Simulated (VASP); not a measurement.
TlMoS2:

```
Tl Mo S
1.0
     1.93711    1.11839    7.03243
    -1.93711    1.11839    7.03243
     0.00000   -2.23678    7.03243
Tl Mo S
1 1 2
Direct
  0.50000 0.50000 0.50000
  0.00000 0.00000 0.00000
  0.26670 0.26670 0.26670
  0.73330 0.73330 0.73330
```

The cell comes from a database or a generator and needn't be the stable form of this composition.

Base run:

- Program: VASP 6.6.1
- Functional: PBEsol
- Potentials or basis: VASP PAW PBE potentials, release 64 (Tl_d, Mo_sv, S)
- Cutoff: 520 eV
- k mesh: 6 × 6 × 6
- Occupations: gaussian, width 0.05 eV
- Spin: collinear spin, ferromagnetic start
- Starting moments: [0.0, 1.0, 0.0, 0.0] μB
- Hubbard terms: Mo d U = 2 eV

Its results: band gap on the k mesh 0.61 eV, indirect (least direct gap 0.92 eV); pressure -5.5 GPa; net moment 3.00 μB per cell; site moments Tl -0.01; Mo +2.65; S -0.03 μB; largest force 1.231 eV/Å.

Q: The run is repeated on the same cell with these changes: functional from PBEsol to LDA; potentials or basis from VASP PAW PBE potentials, release 64 (Tl_d, Mo_sv, S) to VASP PAW LDA potentials, release 64 (Tl_d, Mo_sv, S). What comes out?

A: Band gap on the k mesh 0.34 eV, indirect (least direct gap 0.74 eV); pressure -7.8 GPa; net moment 3.00 μB per cell; site moments Tl -0.00; Mo +2.58; S -0.00 μB; largest force 1.303 eV/Å.

Caveats: spin-orbit coupling is left out, which as a rule narrows the gap of such compounds by several tenths of an eV; the PAW data sets were made with another functional, which shifts forces and pressure a little (some runs); forces of over 1 eV/Å show positions far from the minimum, so gaps and moduli don't describe the material at rest (some runs).

A k mesh can miss the band edges.

Not every run made on this cell is shown here.
